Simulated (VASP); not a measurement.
# LaAgO3 (Pm-3m) in VASP: single point with LDA

Aim: the single point of LaAgO3 with LDA.

Everything below comes from runs of VASP 6.6.1. Logs are shortened: lines on timing, memory, paths and dates and some standing lists are left out, and cuts for length are marked.

### 1 The structure

It takes space group Pm-3m (No. 221, cubic). Conventional cell: a = 4.108 Å, b = 4.108 Å, c = 4.108 Å, α = 90.00°, β = 90.00°, γ = 90.00°. La (site symmetry m-3m) is surrounded by 12 O at 2.91 Å. Around Ag (site symmetry m-3m) lie 6 O at 2.05 Å. O (site symmetry 4/mmm) has 2 Ag at 2.05 Å as nearest neighbours.

The cell comes from a database or a generator and needn't be the stable form of this composition.

### 2 Single point, LDA

Input file INCAR:

```
SYSTEM = LaAgO3
PREC = Accurate ; ENCUT = 520
EDIFF = 1E-6 ; ISMEAR = 1
SIGMA = 0.05 ; LREAL = .FALSE.
LASPH = .TRUE. ; NELM = 100
ALGO = Fast ; ISIF = 2
LWAVE = .FALSE. ; LCHARG = .TRUE.
LELF = .TRUE. ; LVHAR = .TRUE.
NBANDS = 28
```

Input file KPOINTS:

```
regular mesh
0
G
  5 5 5
  0 0 0
```

Input file POSCAR:

```
LaAgO3
1.0
    4.1084440000      0.0000000000      0.0000000000
    0.0000000000      4.1084440000      0.0000000000
    0.0000000000      0.0000000000      4.1084440000
La Ag O
1 1 3
Direct
    0.5000000000      0.5000000000      0.5000000000
    0.0000000000      0.0000000000      0.0000000000
    0.5000000000      0.0000000000      0.0000000000
    0.0000000000      0.5000000000      0.0000000000
    0.0000000000      0.0000000000      0.5000000000
```

Potentials or basis: VASP PAW LDA potentials, release 64 (La, Ag, O).

Command:

```bash
cat potpaw_LDA.64/La/POTCAR potpaw_LDA.64/Ag/POTCAR potpaw_LDA.64/O/POTCAR > POTCAR
mpirun -np 1 vasp_std > vasp.out
```

OUTCAR:

```text
SYSTEM = LaAgO3
   PREC = Accurate
   ENCUT = 520
   EDIFF = 1E-6
   ISMEAR = 1
   LREAL = .FALSE.
   LASPH = .TRUE.
   NELM = 100
   ISIF = 2

 ion  position               nearest neighbor table
   1  0.500  0.500  0.500-   2 3.56   2 3.56   2 3.56   2 3.56   2 3.56   2 3.56   2 3.56   2 3.56

   2  0.000  0.000  0.000-   3 2.05   4 2.05   5 2.05   5 2.05   4 2.05   3 2.05   1 3.56   1 3.56
                             1 3.56   1 3.56   1 3.56   1 3.56   1 3.56   1 3.56
   3  0.500  0.000  0.000-   2 2.05   2 2.05
   4  0.000  0.500  0.000-   2 2.05   2 2.05
   5  0.000  0.000  0.500-   2 2.05   2 2.05

  LATTYP: Found a simple cubic cell.
 ALAT       =     4.1084440000

  Lattice vectors:

 A1 = (   4.1084440000,   0.0000000000,   0.0000000000)
 A2 = (   0.0000000000,   4.1084440000,   0.0000000000)
 A3 = (   0.0000000000,   0.0000000000,   4.1084440000)

Analysis of symmetry for initial positions (statically):
=====================================================================
 Subroutine PRICEL returns:
 Original cell was already a primitive cell.

 Routine SETGRP: Setting up the symmetry group for a
 simple cubic supercell.

 Subroutine GETGRP returns: Found 48 space group operations
 (whereof 48 operations were pure point group operations)
 out of a pool of 48 trial point group operations.

The static configuration has the point symmetry O_h .

Analysis of symmetry for dynamics (positions and initial velocities):
=====================================================================
 Subroutine PRICEL returns:
 Original cell was already a primitive cell.

 Routine SETGRP: Setting up the symmetry group for a
 simple cubic supercell.

 Subroutine GETGRP returns: Found 48 space group operations
 (whereof 48 operations were pure point group operations)
 out of a pool of 48 trial point group operations.

The dynamic configuration has the point symmetry O_h .

 Subroutine INISYM returns: Found 48 space group operations
 (whereof 48 operations are pure point group operations),
 and found     1 'primitive' translations

----------------------------------------------------------------------------------------

                                     Primitive cell

  volume of cell :      69.3477
[... 79 lines left out ...]
   NELM   =    100;   NELMIN=  2; NELMDL= -5     # of ELM steps
   EDIFF  = 0.1E-05   stopping-criterion for ELM
   LREAL  =      F    real-space projection
   EDIFFG = 0.1E-04   stopping-criterion for IOM
   NSW    =      0    number of steps for IOM
   IBRION =     -1    ionic relax: 0-MD 1-quasi-New 2-CG
   NFREE  =      0    steps in history (QN), initial steepest desc. (CG)
   ISIF   =      2    stress and relaxation
   ISYM   =      2    0-nonsym 1-usesym 2-fastsym
   POTIM  = 0.5000    time-step for ionic-motion
   TEBEG  =    0.0;   TEEND  =   0.0 temperature during run
   PSTRESS=    0.0 pullay stress
   NELECT =      40.0000    total number of electrons
   NUPDOWN=      -1.0000    fix difference up-down
   EMIN   =  10.00;   EMAX   =-10.00  energy-range for DOS
   EFERMI =   0.00;   METHOD = LEGACY
   ISMEAR =     1;   SIGMA  =   0.05  broadening in eV -4-tet -1-fermi 0-gaus
   EFERMI_NEDOS =   21; number of points for ismear=-14 and -15
   IALGO  =     68    algorithm
   IMIX   =      4    mixing-type and parameters
     AMIX     =   0.40;   BMIX     =  1.00
     AMIX_MAG =   1.60;   BMIX_MAG =  1.00
  volume/ion in A,a.u.               =      13.87        93.60
  Fermi-wavevector in a.u.,A,eV,Ry     =   1.362754  2.575232 25.267358  1.857098
  Thomas-Fermi vector in A             =   2.489216
   LORBIT       =      0    0 simple, 1 ext, 2 COOP (PROOUT), +10 PAW based schemes
   GGA     = CA    functional components
   LHFCALC =     F    Hartree Fock is set to
   AEXX    =    0.0000 exact exchange contribution
   IVDW    =     0    specifies the selected vdW correction
   LEPSILON=     F    determine dielectric tensor
   LRPA    =     F    only Hartree local field effects (RPA)
 non-spin polarized calculation
 RMM-DIIS sequential band-by-band and
 Methfessel and Paxton  Order N= 1 SIGMA  =   0.05
  energy-cutoff  :      520.00
  volume of cell :       69.35
 maximum number of plane-waves:      1887
 NGX is ok and might be reduce to    32
   NGX = 15   NGY = 15   NGZ = 15

 number of electron      40.0000020 magnetization

 Free energy of the ion-electron system (eV)
  ---------------------------------------------------
  ext. energy  EPLUGINS =         0.00000000
  ---------------------------------------------------
  free energy    TOTEN  =       -34.36229060 eV

  energy without entropy =      -34.36271270  energy(sigma->0) =      -34.36243130

 E-fermi :   6.8606     XC(G=0): -11.6342

 val. band max:        6.8362115281   @ k =   0.2000   0.2000   0.0000
 cond. band min:       7.1623250069   @ k =   0.4000   0.4000   0.2000
 fundamental gap:      0.3261134788
 Fermi energy:         6.8605990011

 k-point     1 :       0.0000    0.0000    0.0000
  band No.  band energies     occupation
      1     -25.4415      2.00000
      2     -11.0651      2.00000
      3     -10.1319      2.00000
      4     -10.1319      2.00000
      5      -8.9547      2.00000
      6      -8.9547      2.00000
[... 299 lines left out ...]
     27       9.1477      0.00000
     28       9.2565      0.00000

------------------------ aborting loop because EDIFF is reached ----------------------------------------

  FORCE on cell =-STRESS in cart. coord.  units (eV):
  Direction    XX          YY          ZZ          XY          YZ          ZX
  --------------------------------------------------------------------------------------
  -------------------------------------------------------------------------------------
  Total       -5.5015857     -5.5015857     -5.5015857      0.0000000      0.0000000     -0.0000000
  in kB     -127.1060865   -127.1060865   -127.1060865      0.0000000      0.0000000     -0.0000000
  external PRESSURE =    -127.1060865 kB  Pullay stress =       0.0000000 kB

 VOLUME and BASIS-vectors are now :
 -----------------------------------------------------------------------------
  energy-cutoff  :      520.00
  volume of cell :       69.35
      direct lattice vectors                 reciprocal lattice vectors
     4.108444000  0.000000000  0.000000000     0.243401151  0.000000000  0.000000000
     0.000000000  4.108444000  0.000000000     0.000000000  0.243401151  0.000000000
     0.000000000  0.000000000  4.108444000     0.000000000  0.000000000  0.243401151

 POSITION                                       TOTAL-FORCE (eV/Angst)
 -----------------------------------------------------------------------------------
      2.05422      2.05422      2.05422         0.000000      0.000000      0.000000
      0.00000      0.00000      0.00000         0.000000      0.000000      0.000000
      2.05422      0.00000      0.00000         0.000000      0.000000      0.000000
      0.00000      2.05422      0.00000         0.000000      0.000000      0.000000
      0.00000      0.00000      2.05422         0.000000      0.000000      0.000000
 -----------------------------------------------------------------------------------
    total drift:                               -0.000000      0.000000     -0.000000

  FREE ENERGIE OF THE ION-ELECTRON SYSTEM (eV)
  ---------------------------------------------------
  free  energy   TOTEN  =       -34.3622906026 eV

  energy  without entropy=      -34.3627126959  energy(sigma->0) =      -34.36243130
```

OSZICAR:

```text
N       E                     dE             d eps       ncg     rms          rms(c)
DAV:   1     0.350546968229E+03    0.35055E+03   -0.18342E+04   644   0.216E+03
DAV:   2     0.301117524635E+02   -0.32044E+03   -0.29255E+03   648   0.368E+02
DAV:   3    -0.358509695483E+02   -0.65963E+02   -0.61654E+02   844   0.154E+02
[... 13 lines left out ...]
RMM:  84    -0.343622944149E+02   -0.16946E-05   -0.84305E-06   417   0.148E-02    0.682E-02
RMM:  85    -0.343622959307E+02   -0.15158E-05   -0.93914E-06   419   0.125E-02    0.693E-02
RMM:  86    -0.343622939154E+02    0.20153E-05   -0.79474E-06   441   0.138E-02    0.671E-02
RMM:  87    -0.343622906457E+02    0.32698E-05   -0.12881E-05   551   0.176E-02    0.640E-02
RMM:  88    -0.343622906026E+02    0.43085E-07   -0.73502E-06   441   0.191E-02
   1 F= -.34362291E+02 E0= -.34362431E+02  d E =0.422093E-03
```

It took 73 s on 1 thread of Intel Xeon Platinum 8488C (Sapphire Rapids), shared host; peak memory 0.17 GiB.

What came out:

| Item | Value |
| --- | --- |
| Free energy | -34.3623 eV |
| Pressure | -12.7 GPa |
| Band gap on the k mesh | none (metal or under the smearing width) |

Spin-orbit coupling is left out, which matters for the levels of La.
